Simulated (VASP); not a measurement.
# GaAs (F-43m) in VASP: a series of runs, part 2 of 2

VASP 6.6.1. The steps go on from the part before.

### 3 Single point, PBE

File INCAR:

```
PREC = Accurate
ENCUT = 520
EDIFF = 1E-6
ISMEAR = 0
SIGMA = 0.01
LREAL = F
LASPH = T
NELM = 80
ALGO = Normal
ISIF = 2
LWAVE = F
LCHARG = F
GGA = PE
NBANDS = 16
```

File KPOINTS:

```
Automatic mesh
0
Gamma
  6 6 6
```

File POSCAR:

```
GaAs
1.0
    0.0000000000      2.8330831934      2.8330831934
    2.8330831934      0.0000000000      2.8330831934
    2.8330831934      2.8330831934      0.0000000000
Ga As
1 1
Direct
    0.0000000000      0.0000000000      0.0000000000
    0.2500000000      0.2500000000      0.2500000000
```

Potentials or basis: VASP PAW PBE potentials, release 64 (Ga_d, As).

The run is started by

```sh
cat potpaw_PBE.64/Ga_d/POTCAR potpaw_PBE.64/As/POTCAR > POTCAR
mpirun -np 1 vasp_std > vasp.out
```

OUTCAR:

```text
PREC = Accurate
   ENCUT = 520
   EDIFF = 1E-6
   ISMEAR = 0
   LREAL = F
   LASPH = T
   NELM = 80
   ISIF = 2
   GGA = PE

 ion  position               nearest neighbor table
   1  0.000  0.000  0.000-   2 2.45   2 2.45   2 2.45   2 2.45
   2  0.250  0.250  0.250-   1 2.45   1 2.45   1 2.45   1 2.45

  LATTYP: Found a face centered cubic cell.
 ALAT       =     5.6661663868

  Lattice vectors:

 A1 = (   0.0000000000,   2.8330831934,   2.8330831934)
[... 481 lines left out ...]
------------------------ aborting loop because EDIFF is reached ----------------------------------------

  FORCE on cell =-STRESS in cart. coord.  units (eV):
  Direction    XX          YY          ZZ          XY          YZ          ZX
  --------------------------------------------------------------------------------------
  -------------------------------------------------------------------------------------
  Total        0.8332759      0.8332759      0.8332759      0.0000000      0.0000000     -0.0000000
  in kB       29.3556328     29.3556328     29.3556328      0.0000000      0.0000000     -0.0000000
  external PRESSURE =      29.3556328 kB  Pullay stress =       0.0000000 kB

 VOLUME and BASIS-vectors are now :
 -----------------------------------------------------------------------------
  energy-cutoff  :      520.00
  volume of cell :       45.48
      direct lattice vectors                 reciprocal lattice vectors
     0.000000000  2.833083193  2.833083193    -0.176486169  0.176486169  0.176486169
     2.833083193  0.000000000  2.833083193     0.176486169 -0.176486169  0.176486169
     2.833083193  2.833083193  0.000000000     0.176486169  0.176486169 -0.176486169

 POSITION                                       TOTAL-FORCE (eV/Angst)
 -----------------------------------------------------------------------------------
      0.00000      0.00000      0.00000        -0.000000     -0.000000     -0.000000
      1.41654      1.41654      1.41654         0.000000      0.000000      0.000000
 -----------------------------------------------------------------------------------
    total drift:                                0.000002      0.000002      0.000002

  FREE ENERGIE OF THE ION-ELECTRON SYSTEM (eV)
  ---------------------------------------------------
  free  energy   TOTEN  =        -8.2330016085 eV

  energy  without entropy=       -8.2330016085  energy(sigma->0) =       -8.23300161
```

stdout:

```text
POSCAR found type information on POSCAR GaAs
 POSCAR found :  2 types and       2 ions
 scaLAPACK will be used
 LDA part: xc-table for (Slater+PW92), standard interpolation
 POSCAR, INCAR and KPOINTS ok, starting setup
 FFT: planning ... GRIDC
 FFT: planning ... GRID_SOFT
 FFT: planning ... GRID
 WAVECAR not read
 entering main loop
```

Wall time 6 s (1 thread of Intel Xeon 6975P-C (Granite Rapids), shared host); peak memory 0.16 GiB.

Results:

```yaml
Free_energy: -8.2330 eV
Pressure: 2.9 GPa
Band_gap_on_the_k_mesh: 0.47 eV, direct
```

### 4 Single point, PBE-based screened hybrid

POSCAR is that of step 3.

File INCAR.step1:

```
PREC = Accurate ; ENCUT = 520
EDIFF = 1E-5 ; ISMEAR = 0
SIGMA = 0.01 ; LREAL = False
LASPH = True ; NELM = 100
ALGO = Normal ; ISIF = 2
LWAVE = True ; LCHARG = False
GGA = PE ; NBANDS = 16
```

File INCAR.step2:

```
PREC = Accurate ; ENCUT = 520
EDIFF = 1E-6 ; ISMEAR = 0
SIGMA = 0.01 ; LREAL = False
LASPH = True ; NELM = 100
ALGO = Normal ; ISIF = 2
LWAVE = False ; LCHARG = False
GGA = PE ; LHFCALC = True
AEXX = 0.35 ; HFSCREEN = 0.1
PRECFOCK = Normal ; ISTART = 1
NBANDS = 16
```

File KPOINTS:

```
Automatic mesh
0
Gamma
  4 4 4
```

The run is started by

```sh
cat potpaw_PBE.64/Ga_d/POTCAR potpaw_PBE.64/As/POTCAR > POTCAR
cp INCAR.step1 INCAR
mpirun -np 1 vasp_std > vasp.out
cp INCAR.step2 INCAR
mpirun -np 1 vasp_std > vasp.out
```

Wall time 3.2 min (1 thread of Intel Xeon 6975P-C (Granite Rapids), shared host); peak memory 0.28 GiB.

It converged, with:

* Free energy: -11.0701 eV
* Pressure: -0.6 GPa
* Band gap on the k mesh: 2.30 eV, direct

Levels at points of the mesh, in eV from the valence-band top:
```csv
k point,band 7,band 8,band 9,band 10,band 11,band 12
"(0.00, 0.00, 0.00)",0.00,0.00,0.00,2.30,5.38,5.38
"(0.50, 0.00, 0.00)",-7.42,-1.26,-1.26,2.60,6.31,6.31
"(0.50, 0.50, 0.00)",-7.59,-2.98,-2.98,2.83,3.13,12.56
```

Caveat: the k mesh is coarse (spacing up to 0.48 Å⁻¹), so the values aren't converged; the PAW data sets were made with another functional, which shifts forces and pressure a little. A k mesh can miss the band edges.

### 5 Overview

```tsv
level	k mesh	exchange at q = 0	grid for exact exchange (PRECFOCK)	screening parameter	share of exact exchange	mesh quality	gap on the mesh (eV)	pressure (GPa)
HSE06	4 × 4 × 4	truncated	Normal	0.2079 1/A	-	coarse	1.41	0.8
PBE	6 × 6 × 6	-	-	-	-	not flagged	0.47	2.9
PBE-based screened hybrid	4 × 4 × 4	truncated	Normal	0.1	0.35	coarse	2.30	-0.6
```

Alike in all rows: task single point; potentials or basis VASP PAW PBE potentials, release 64 (Ga_d, As); no spin polarisation; cell as given; cutoff (eV) 520; smearing gaussian 0.01 eV.

Caveats: some runs use coarse meshes; the PAW data sets were made with another functional, which shifts forces and pressure a little (some runs).

Absolute energies hang on the potentials; compare differences alone.

### 6 Comparison with measurements

Step 3. A measured gap of GaAs is 1.412 eV (direct; 300 K; “Evidence of valence band perturbations in GaAsN/GaAs(001): A combined variable-angle spectroscopic ellipsometry and modulated photoreflectance investigation”, 2008, arxiv:0805.2212); the calculated 0.47 eV misses it by -0.94 eV. 3 values of this kind are on record (1.412 to 1.51 eV); this one was drawn at random among those near their median, those with a stated uncertainty first. Spin-orbit coupling on As, Ga is left out. The value is that of PBE, without temperature or zero-point motion. Semilocal functionals fall short of measured gaps as a rule.
